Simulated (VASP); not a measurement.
Consider the following.

```yaml
crystal:
  lattice:
    - [1.13290, -1.96225, 0.00000]
    - [1.13290, 1.96225, 0.00000]
    - [0.00000, 0.00000, 3.56126]
  atoms:
    - { symbol: Be, position: [0.33333, 0.66667, 0.25000] }
    - { symbol: Be, position: [0.69215, 0.30785, 0.75000] }
```

Computed with r2SCAN meta-GGA, VASP's PBE PAW potentials (set 64) (plane waves; VASP). Run with 480 eV cut-off, 18×18×10 Γ-centred mesh, first-order Methfessel-Paxton smearing of 0.10 eV, potentials Be.

Question: Which forces act on the atoms, in eV/Å?

Answer: 
```tsv
atom	Fx	Fy	Fz
Be1	0.000	-0.320	0.000
Be2	0.000	0.320	0.000
```

Question: Give the stress tensor in GPa (positive for a compressed cell).

Answer: 
```
 2.31   0.00   0.00
 0.00  -4.13   0.00
 0.00   0.00   2.41
```
The pressure is its mean diagonal, 0.20 GPa.

The compound is Be in the hcp structure. This cell was strained or had an atom moved on purpose.
